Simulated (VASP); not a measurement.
Runs of VASP 6.6.1 on Ti. Symmetry: P6_3/mmc, No. 194, hexagonal system. The conventional cell has a = 2.898 Å, b = 2.898 Å, c = 4.587 Å, α = 90.00°, β = 90.00°, γ = 120.00°. Ti (site symmetry -6m2) has 12 Ti at 2.84 to 2.90 Å as nearest neighbours. 

| level | k mesh | cutoff (eV) | smearing | gap on the mesh (eV) | pressure (GPa) |
| --- | --- | --- | --- | --- | --- |
| PBEsol | 27 × 27 × 14 | 520 | gaussian 0.1 eV | none | 0.0 |
| PBEsol | 18 × 18 × 10 | 520 | gaussian 0.5 eV | none | (a) |
| PBEsol | 18 × 18 × 10 | 700 | gaussian 0.1 eV | none | 0.0 |
| PBEsol | 18 × 18 × 10 | 900 | gaussian 0.1 eV | none | 0.1 |
| r2SCAN | 18 × 18 × 10 | 520 | gaussian 0.1 eV | none | 4.9 |

Alike in all rows: task single point; potentials or basis VASP PAW PBE potentials, release 64 (Ti_sv); no spin polarisation; cell as given.

Task: Fill in the values left out.

Result: (a) 0.8.

Caveats: the PAW data sets were made with another functional, which shifts forces and pressure a little.

A k mesh can miss the band edges.

A gap of «none» marks a metal or a gap under the smearing width.

Not every run made on this cell is shown here.
